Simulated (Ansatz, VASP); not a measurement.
# TiC in two plane-wave programs

Aim: how closely do two programs agree when they are given the same cell, functional and k mesh? The cell is taken from a series of runs on this material, whose earlier steps may have relaxed, scaled, displaced or heated it; both programs get it as it stands.

Method: plane waves, with VASP 6.6.1 beside it; zone-centre phonons at LDA, in Ansatz 0.2.0.

## Step 1: The starting structure

It takes space group Immm (No. 71, orthorhombic). The conventional cell has a = 2.980 Å, b = 3.133 Å, c = 4.236 Å, α = 90.00°, β = 90.00°, γ = 90.00°. Nearest to C lie 6 Ti at 2.12 to 2.16 Å. Nearest to Ti lie 6 C at 2.12 to 2.16 Å. Farther neighbours are not listed.

## Step 2: Ansatz: zone-centre phonons, LDA

Ansatz runs on its PAW soft_1 files.

Second derivatives magnify differences that forces hide, and they need a tight electronic threshold.

File input.yaml:

```yaml
crystal:
  lattice:
    - [0.054192079, 2.1614378349, 2.1179269597]
    - [2.1614378349, 0.054192079, 2.1179269597]
    - [2.2156299139, 2.2156299139, 0.0]
  atoms:
    - { symbol: C, position: [0.5, 0.5, 0.5] }
    - { symbol: Ti, position: [0.0, 0.0, 0.0] }
kpoints:
  mp_grid: { grid: [16, 16, 16] }
hamiltonian:
  xc: lda
  pseudopotentials: { kind: paw, azcp: { folder: soft_1 }, xc_functional: pbe }
scf:
  occupations: { method: methfessel_paxton, width: 0.2 }
output:
  eigenvalues: true
phonons:
  method: dfpt
```

The run is started by

```bash
> ansatz run input.yaml --threads 4 --pin off --max-ram 10240MiB --backend cpu --events-out ev --progress --plain --runs-dir out
```

Numbers of over 12 decimals in the logs are rounded to 6 here.

What it wrote:

```text
zone centre: on kpoints.mp_grid the ground state, and the responses unless they are solved on pairs of k-points, stand on 1098 of the mesh's 4096 k-points, reduced under 4 symmetry operations, with k and −k counted as one. Each operation leaves every solved displacement unchanged or reverses it
Engine: ansatz 0.2.0, x86_64-unknown-linux-gnu
Pseudopotentials: kind: paw
Pseudopotential: C, paw, valence charge 4, recommended cutoff 420 eV (normal), soft_1/C.paw.azcp
Pseudopotential: Ti, paw, valence charge 12, recommended cutoff 420 eV (normal), soft_1/Ti.paw.azcp
Functional definition: SPW92
  exchange = slater_x
  correlation = pw_c
Crystal: 2 atoms, lattice volume = 19.777 Å³
Basis set: ecut = 420 eV, 371 PW (Γ), exchange–correlation on 48×48×48 points (8 copies of the dense FFT grid, shifted against one another)
Bands: 12, of which v1, the nominal top of the filled ones, is band 8 counted from 1 (7 counted from 0)
Symmetry: 8 space group operations
k-points: 1098 of 4096 (irreducible under 4 space group operations)
Non-local potential: C, projectors of the file, l = 0: 2, l = 1: 2, l = 2: 1
Non-local potential: Ti, projectors of the file, l = 0: 3, l = 1: 2, l = 2: 3, l = 3: 1
PAW form: soft (Blöchl's): semilocal exchange-correlation on the pseudo side does not see the compensation charge
PAW frozen core: C, regenerated for the run's functional, and the local potential with it (the file was generated under x = pbe(κ = 0.804, μ = 0.219515), c = pbe(β = 0.066725))
PAW frozen core: Ti, regenerated for the run's functional, and the local potential with it (the file was generated under x = pbe(κ = 0.804, μ = 0.219515), c = pbe(β = 0.066725))
PAW one-centre angular grid: C, 110 points (default); XC on 64 Gauss nodes
PAW one-centre angular grid: Ti, 590 points (default); XC on 64 Gauss nodes
Initial density: superposition of atomic densities (chi_scale 0.1, normalization cell, long waves kept (reshape's long-wave potential 0.00 eV rms))
Initial wavefunctions: pseudopotential atomic-orbital guess
Functional: x = slater, c = lda
SCF iter   1: F=—  HF=-2696.165051 eV  |F-HF|=—  |Δ(HF+E_count)|=         —  Δρ=1.41e-1  dr2=5.09e0  ethr=3.10e-3  ⟨swp⟩=4.2  Hψ=63312  notcnv=0
preconditioner: auto → none  [metal: Δε(μ)=0.021 eV  Ē_g=9.092 eV  σ=0.200 eV  W_gap=0.09  n_scr=8 (ndim 8)  ℏωp=23.6 eV  f_vac=0.000  D(μ)=0.19/eV (n_scr^D=0)  sad-step TF]
SCF iter   2: F=—  HF=-2695.646708 eV  |F-HF|=—  |Δ(HF+E_count)|=   5.18e-1  S|Δr|=    0.00e0  Δρ=9.82e-2  dr2=2.51e0  ethr=3.10e-3  ⟨swp⟩=2.0  Hψ=26167  notcnv=0
SCF iter   3: F=—  HF=-2695.149743 eV  |F-HF|=—  |Δ(HF+E_count)|=   4.97e-1  S|Δr|=    0.00e0  Δρ=1.14e-2  dr2=1.78e-2  ethr=3.10e-3  ⟨swp⟩=2.9  Hψ=27904  notcnv=2
SCF iter   4: F=—  HF=-2695.143841 eV  |F-HF|=—  |Δ(HF+E_count)|=   5.90e-3  S|Δr|=    0.00e0  Δρ=1.46e-3  dr2=1.61e-4  ethr=1.11e-4  ⟨swp⟩=2.6  Hψ=32150  notcnv=0
SCF iter   5: F=—  HF=-2695.144004 eV  |F-HF|=—  |Δ(HF+E_count)|=   1.63e-4  S|Δr|=    0.00e0  Δρ=3.45e-4  dr2=1.64e-5  ethr=1.00e-6  ⟨swp⟩=2.0  Hψ=17587  notcnv=0
SCF iter   6: F=—  HF=-2695.144003 eV  |F-HF|=—  |Δ(HF+E_count)|=   1.38e-6  S|Δr|=    0.00e0  Δρ=3.03e-5  dr2=1.48e-7  ethr=1.02e-7  ⟨swp⟩=2.0  Hψ=20933  notcnv=0
SCF iter   7: F=—  HF=-2695.144003 eV  |F-HF|=—  |Δ(HF+E_count)|=   2.05e-7  S|Δr|=    0.00e0  Δρ=3.20e-6  dr2=1.51e-9  ethr=9.26e-10  ⟨swp⟩=3.0  Hψ=22068  notcnv=0
SCF iter   8: F=—  HF=-2695.144003 eV  |F-HF|=—  |Δ(HF+E_count)|=  4.58e-10  S|Δr|=    0.00e0  Δρ=5.90e-7  dr2=7.13e-11  ethr=9.44e-12  ⟨swp⟩=3.0  Hψ=22585  notcnv=0
SCF iter   9: F=-2695.144003 eV  HF=-2695.144003 eV  |F-HF|=0.00e0  |Δ(HF+E_count)|=  2.23e-11  S|Δr|=    0.00e0  Δρ=3.51e-8  dr2=2.59e-13  ethr=1.00e-12  ⟨swp⟩=5.0  Hψ=47321  notcnv=0
the search or the solves at the SCF's close seem to have found levels that the self-consistency loop had missed (the run counts 1). By its estimate they hold under 1e-12 electrons; where the run keeps them, the occupations were computed again with them
SCF 1 converged in 9 iterations: F = -2695.144003 eV  dr2 = 2.59e-13
  greatest PAW one-centre occupation: 0.998 electrons in one spin orbital (limit 2), on the Ti atom at site 1 (counted from 0), in its partial waves of l = 0
DFPT response loops at Γ: preconditioner auto → Kerker (q_TF=auto, 2.634 Å⁻¹) (partly filled bands, converged f_vac=0.000); β = 1.00, the filter's whole step (`scf.mixing.beta` (0.50) is not read by the response loops under this deck's `scf.mixing.preconditioner`; to damp them name `kerker` or `kerker_dos`, under which they read `scf.mixing.beta`, and type it under 1.00, their step now; both keys bind the ground state too); Broyden in place of MSR1
SCF converged after 9 iterations
Stability not checked: this state was not tested for a lower state beside it, because cold or Methfessel-Paxton smearing, or corrected tetrahedra, fill the levels in a way that the test cannot read (fill_not_monotonic; see scf.lower_state_search)
Free energy (F): -2695.144003 eV
Harris-Foulkes:  -2695.144003 eV  (|F-HF|=0.00e0)
Internal energy: -2695.143861 eV  (E = F + TS)
E sigma→0 (E₀):  -2695.143967 eV
Entropy (-TS):   -0.000142 eV (-0.071 meV/atom)
Fermi energy:    14.800696 eV
--- Per-component energies (eV) ---
  E_band       = -106.167653
  E_kinetic    = 367.341674
  E_local      = -818.405517  (includes V_loc(G=0)·N_el)
  E_nonlocal   = 88.422123
  E_hartree    = 321.586468
  E_xc         = -163.612609
  E_vxc        = -205.145783  (∫ρ·V_xc dr)
  E_paw        = -1085.165650  (= ΣΔE_a)
  E_vpaw       = -181.553034  (= ΣTr[D̂ρ^β])
  E_aug_tail   = -0.000066  (compensation charges beyond the density's cutoff)
  E_ewald      = -1405.699068
  E_core_change = 0.388783  (= ΣΔE_core)
  E_smearing   = -0.000142  (= −TS)
  E_closure    = -0.000000  (closes the sum)
  Σ components = -2695.144003   (vs F -2695.144003, Δ=0.00e0)
--- Band table (eV; the first three rows and the last of 1098) ---
  k-point 0: bands = [... 4 lower, 2.4297, 15.1358, 15.4860, 15.6248, 16.2827, 16.5019, 16.5471, 16.6503]
  k-point 1: bands = [... 4 lower, 2.5194, 14.7789, 15.1691, 15.4090, 15.8845, 15.9546, 16.6333, 17.5851]
  k-point 2: bands = [... 4 lower, 2.7828, 13.9316, 14.4313, 14.6547, 15.8830, 16.0476, 17.0205, 18.6226]
  k-point 1097: bands = [... 4 lower, 4.7484, 11.5312, 13.0014, 14.3584, 15.0361, 17.6305, 18.3960, 18.4177]
--- Phonons (Γ-DFPT): 4 representative perturbations + reference, on 1098 of 4096 k-points (Σ response iterations 12) ---
  k mesh reduced under 4 symmetry operations, with k and −k counted as one. Each operation leaves every solved displacement unchanged or reverses it
  ASR residual: 1.290e-5 → 0.000e0 eV/Å²; symmetrization residual: 9.006e-7 eV/Å²
  ASR residual per site (eV/Å²): 9.93e-6 1.29e-5
  Γ frequencies (cm⁻¹): 0.00 0.00 0.00 488.63 530.60 565.77
  non-analytic LO–TO correction: not included (Born effective charges unavailable; polar crystals: no LO–TO splitting at Γ)
```

Reading the cycles: dr2 is the Hartree energy of the density residual (eV), the measure of convergence; HF is the Harris–Foulkes estimate of the energy, which meets the free energy F at convergence.

(Part 1 of 2 ends here.)

[Lines on the potential files, build, host, timing and source positions are cut from VASP's logs without a mark.]

[Logs are printed without paths, hosts, clocks, repeated set-up lines and the standing remarks that a program may print on its own settings, such as how far it seeks lower states.]

[Hosts, paths, dates, database ids (printed as entryN), source tags and the programs' standing remarks are cut or masked in the printed files.]
